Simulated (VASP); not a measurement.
ZrC (rock salt): the bulk modulus from VASP (plane waves, PAW) at several levels of theory. Static lattice, third-order Birch-Murnaghan fit over five volumes.

```tsv
level	bulk modulus (GPa)
LDA	246
PBE	222
PBEsol	235
SCAN	232
r2SCAN	230
```

The cell of the LDA run:

```cif
data_C4Zr4
_chemical_formula_sum 'Zr4 C4'
_space_group_name_H-M_alt 'Fm-3m'
_space_group_IT_number 225
_space_group_name_Hall '-F 4 2 3'
_cell_length_a 4.64626
_cell_length_b 4.64626
_cell_length_c 4.64626
_cell_angle_alpha 90.000
_cell_angle_beta 90.000
_cell_angle_gamma 90.000
loop_
_atom_site_label
_atom_site_type_symbol
_atom_site_symmetry_multiplicity
_atom_site_Wyckoff_symbol
_atom_site_fract_x
_atom_site_fract_y
_atom_site_fract_z
_atom_site_occupancy
Zr1 Zr 4 a 0.00000 0.00000 0.00000 1
C1 C 4 b 0.50000 0.50000 0.50000 1
```
(The calculation used a cell of 2 atoms; values per cell refer to that cell.)

Only levels that ran to the end are used. Left out are those held back, those with too coarse a band path, GW runs whose mesh misses a band edge, hybrids' fits of cells that aren't cubic and levels without matching references; a question may draw on a part of the rest.

The compound is ZrC in the rock salt structure.
